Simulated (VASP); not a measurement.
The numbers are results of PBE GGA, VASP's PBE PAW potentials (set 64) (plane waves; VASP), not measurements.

The input files of a VASP run:

### KPOINTS
```
Regular mesh
0
Gamma
6 6 6
```

**INCAR**
```
SYSTEM = AlN
PREC = Normal
ENCUT = 500
EDIFF = 1E-8
NELM = 100
ALGO = Normal
LREAL = .FALSE.
LASPH = .TRUE.
ISMEAR = 0
SIGMA = 0.01
GGA = PE
LWAVE = .TRUE.
LCHARG = .FALSE.
```

### POSCAR
```
AlN
1
    0.0000000000     2.1900000000     2.1900000000
    2.1900000000     0.0000000000     2.1900000000
    2.1900000000     2.1900000000     0.0000000000
Al N
1 1
Direct
  0.0000000000   0.0000000000   0.0000000000
  0.2500000000   0.2500000000   0.2500000000
```

POTCAR, in this order: Al_GW N_GW_new (PBE.64 set). Program: vasp_std.

The run wrote:

File OSZICAR:
```
       N       E                     dE             d eps       ncg     rms          rms(c)
DAV:   1     0.206011201549E+02    0.20601E+02   -0.48344E+03   256   0.900E+02
DAV:   2    -0.165101813338E+02   -0.37111E+02   -0.35500E+02   392   0.231E+02
DAV:   3    -0.172254540504E+02   -0.71527E+00   -0.71527E+00   304   0.305E+01
DAV:   4    -0.172366559381E+02   -0.11202E-01   -0.11202E-01   424   0.345E+00
DAV:   5    -0.172366667318E+02   -0.10794E-04   -0.10794E-04   304   0.124E-01    0.833E+00
DAV:   6    -0.148931373863E+02    0.23435E+01   -0.13582E+01   384   0.370E+01    0.235E+00
DAV:   7    -0.148730756181E+02    0.20062E-01   -0.42732E-02   304   0.286E+00    0.144E+00
DAV:   8    -0.148667877416E+02    0.62879E-02   -0.22228E-02   288   0.375E+00    0.104E-01
DAV:   9    -0.148669955372E+02   -0.20780E-03   -0.46137E-04   400   0.224E-01    0.524E-02
DAV:  10    -0.148670801671E+02   -0.84630E-04   -0.12234E-04   280   0.984E-02    0.449E-03
DAV:  11    -0.148670805461E+02   -0.37896E-06   -0.15791E-06   392   0.132E-02    0.181E-03
DAV:  12    -0.148670807094E+02   -0.16328E-06   -0.20601E-07   304   0.495E-03    0.540E-04
DAV:  13    -0.148670807031E+02    0.62997E-08   -0.44662E-08   376   0.241E-03
   1 F= -.14867081E+02 E0= -.14867081E+02  d E =-.769390E-77
```

OUTCAR:
```
------------------------ aborting loop because EDIFF is reached ----------------------------------------
  FORCE on cell =-STRESS in cart. coord.  units (eV):
  Direction    XX          YY          ZZ          XY          YZ          ZX
  --------------------------------------------------------------------------------------
  Total        0.3355295      0.3355295      0.3355295     -0.0000000     -0.0000000      0.0000000
  in kB       25.5905105     25.5905105     25.5905105     -0.0000000     -0.0000000      0.0000000
  external PRESSURE =      25.5905105 kB  Pullay stress =       0.0000000 kB
  volume of cell :       21.01
      direct lattice vectors                 reciprocal lattice vectors
     0.000000000  2.190000000  2.190000000    -0.228310502  0.228310502  0.228310502
     2.190000000  0.000000000  2.190000000     0.228310502 -0.228310502  0.228310502
     2.190000000  2.190000000  0.000000000     0.228310502  0.228310502 -0.228310502
  FREE ENERGIE OF THE ION-ELECTRON SYSTEM (eV)
  ---------------------------------------------------
  free  energy   TOTEN  =       -14.8670807031 eV

  energy  without entropy=      -14.8670807031  energy(sigma->0) =      -14.86708070
```
(Selected blocks of OUTCAR.)

The compound is AlN in the zinc blende structure, a metastable form; wurtzite is the usual one. The cell was not relaxed at this level.
